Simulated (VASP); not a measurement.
TiRuN2:

```
CELL_PARAMETERS angstrom
4.12375 0.00000 0.00000
-2.06187 3.57127 0.00000
0.00000 0.00000 6.51493
ATOMIC_POSITIONS crystal
Ti 0.00000 0.00000 0.25000
Ti 0.00000 0.00000 0.75000
Ru 0.33333 0.66667 0.25000
Ru 0.66667 0.33333 0.75000
N 0.33333 0.66667 0.75000
N 0.66667 0.33333 0.25000
N 0.00000 0.00000 0.00000
N 0.00000 0.00000 0.50000
```

The cell was built by a generator and needn't be a form met in nature.

- Program: VASP 6.6.1
- Task: relaxation of cell and atoms
- Functional: PBE
- Potentials or basis: VASP PAW PBE potentials, release 64 (Ti_sv, Ru_pv, N)
- Cutoff: 520 eV
- k mesh: 4 × 4 × 2
- Occupations: gaussian, width 0.15 eV
- Spin: no spin polarisation

At the start: pressure 38.4 GPa; volume 11.99 Å³/atom.

Problem. How do energy, volume and symmetry change on relaxing?

Solution. Over 13 steps the energy falls by 658.0 meV/atom and the volume is 13.85 Å³/atom (+15.5 %); space group P6_3/mmc (No. 194, to 0.05 Å).

The path:
```
step  energy change (eV)  largest force (eV/Å)  pressure (GPa)  volume (Å³)
   1              0.0000                0.0000           38.36        95.95
   2             29.7269                0.0000           -9.47       137.15
   3             -1.5765                0.0000          -22.00       136.48
   4             -4.6967                0.0000          -13.26       122.09
   5             -5.0419                0.0000           -5.75       115.36
   6             -5.0457                0.0000           -6.75       116.18
   7             -5.1971                0.0000            3.52       108.40
   8             -5.2630                0.0000           -0.54       111.01
   9             -5.2630                0.0000           -0.79       111.12
  10             -5.2036                0.0000           -3.95       113.64
  11             -5.2624                0.0000           -1.05       111.27
  12             -5.2632                0.0000            0.10       110.49
  13             -5.2641                0.0000           -0.33       110.78
```

Final structure:
```
Ti Ru N
1.0
     4.05187    0.00000    0.00000
    -2.02593    3.50902    0.00000
     0.00000    0.00000    7.79171
Ti Ru N
2 2 4
Cartesian
  0.0000 0.0000 1.9479
  0.0000 0.0000 5.8438
  0.0000 2.3393 1.9479
  2.0259 1.1697 5.8438
  0.0000 2.3393 5.8438
  2.0259 1.1697 1.9479
  0.0000 0.0000 0.0000
  0.0000 0.0000 3.8959
```

Caveat: the k mesh is coarse (spacing up to 0.48 Å⁻¹), so the values aren't converged; the volume moved by over 15 % at a fixed basis, so the end points are rough.
